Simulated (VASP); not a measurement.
Tl (hcp) relaxed at rising pressure, in one space group throughout; other phases were not tried. The pressures are those reached. These are LDA (Ceperley-Alder, Perdew-Zunger), VASP's LDA PAW potentials (set 64) (plane waves; VASP 6.6.1) values and carry that method's errors.

| P (GPa) | V (Å³/atom) | k-mesh |
|---|---|---|
| 0.01 | 27.445 | 12×12×7 |
| 5.01 | 24.993 | 13×13×7 |
| 10.10 | 23.452 | 13×13×7 |
| 20.09 | 21.459 | 13×13×7 |
| 29.86 | 20.171 | 14×14×8 |

A change of mesh leaves a small step in the series.

**Question.** Fit an equation of state and predict the volume at 45.09 GPa.

**Answer.** Least squares on the third-order Birch-Murnaghan form, P = (3B0/2)(y⁷ − y⁵)[1 + (3/4)(B′ − 4)(y² − 1)] with y = (V0/V)^(1/3), gives V0 = 27.450 Å³/atom, B0 = 41 GPa and B′ = 5.5, and so 18.755 Å³/atom. The run gave 18.767 Å³/atom, +0.1 % from the fit.

Pressures at which the relaxation failed are left out.

The compound is Tl in the hcp structure.
